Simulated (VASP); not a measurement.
An input for Ansatz (written as the equivalent of a VASP run, and not itself run):

Ansatz 0.2 input:
```yaml
crystal:
  lattice:
    - [-2.9416999, 3.2510678, 3.2516817]
    - [2.9416999, -3.2510678, 3.2516817]
    - [2.9416999, 3.2510678, -3.2516817]
  atoms:
    - { symbol: Ti, position: [0.5043467, 0.7543467, 0.7500000] }
    - { symbol: Ti, position: [0.4956533, 0.2456533, 0.2500000] }
    - { symbol: Ti, position: [0.0000000, 1.0000000, 0.5000000] }
    - { symbol: Ti, position: [0.0000000, 0.5000000, 0.0000000] }
    - { symbol: O, position: [0.3045122, 0.3044187, 0.4999065] }
    - { symbol: O, position: [0.6954878, 0.6955813, 0.5000935] }
    - { symbol: O, position: [0.3045122, 0.8046057, 0.0000935] }
    - { symbol: O, position: [0.6954878, 0.1953943, 0.9999065] }
    - { symbol: O, position: [0.1956866, 0.2502427, 0.9454439] }
    - { symbol: O, position: [0.8043134, 0.7497573, 0.0545561] }
    - { symbol: O, position: [0.8047988, 0.2502427, 0.5545561] }
    - { symbol: O, position: [0.1952012, 0.7497573, 0.4454439] }
kpoints:
  mp_grid: { grid: [5, 5, 5] }
hamiltonian:
  xc: pbesol
  pseudopotentials: { kind: paw }
scf:
  occupations: { method: gaussian, width: 0.05 }
  max_iter: 100
relax:
  max_steps: 60
  f_tol: 0.02
  cell: {}
output: { forces: true, stress: true, eigenvalues: true }
```

Q: Translate this input to VASP (INCAR, KPOINTS, POSCAR, choice of POTCAR).

A: This is not unique; one that fits is 
### KPOINTS
```
K-points
0
gamma
5 5 5
0 0 0
```

### INCAR
```
SYSTEM = TiO2
PREC = Accurate
ENCUT = 520
EDIFF = 1E-6
NELM = 100
ALGO = Normal
LREAL = .FALSE.
LASPH = .TRUE.
ISMEAR = 0
SIGMA = 0.05
GGA = PS
LMAXMIX = 4
LWAVE = .FALSE.
LCHARG = .FALSE.
IBRION = 2
ISIF = 3
NSW = 60
EDIFFG = -0.02
```

### POSCAR
```
TiO2
1
   -2.9416998741     3.2510678104     3.2516817365
    2.9416998741    -3.2510678104     3.2516817365
    2.9416998741     3.2510678104    -3.2516817365
Ti O
4 8
Direct
  0.5043467388   0.7543467388   0.7500000000
  0.4956532612   0.2456532612   0.2500000000
  0.0000000000   1.0000000000   0.5000000000
  0.0000000000   0.5000000000   0.0000000000
  0.3045122245   0.3044187431   0.4999065186
  0.6954877755   0.6955812569   0.5000934814
  0.3045122245   0.8046057059   0.0000934814
  0.6954877755   0.1953942941   0.9999065186
  0.1956865750   0.2502426995   0.9454438754
  0.8043134250   0.7497573005   0.0545561246
  0.8047988241   0.2502426995   0.5545561246
  0.1952011759   0.7497573005   0.4454438754
```

POTCAR, in this order: Ti_sv O (PBE.64 set). Program: vasp_std.

What does not carry over: each code has its own PAW files, so the cut-off isn't converted (ENCUT is set for VASP's; basis.ecutwfc is left out, and Ansatz then takes the one that its files recommend); Ansatz stops its SCF on the density residual and VASP on the energy change (EDIFF).

The structure comes from a computed database's TiO2 entry (Imma); how it stands against other phases isn't given here. This run relaxes it. Symmetry was kept, so distortions that lower it aren't found. The start is the result of an earlier pass.
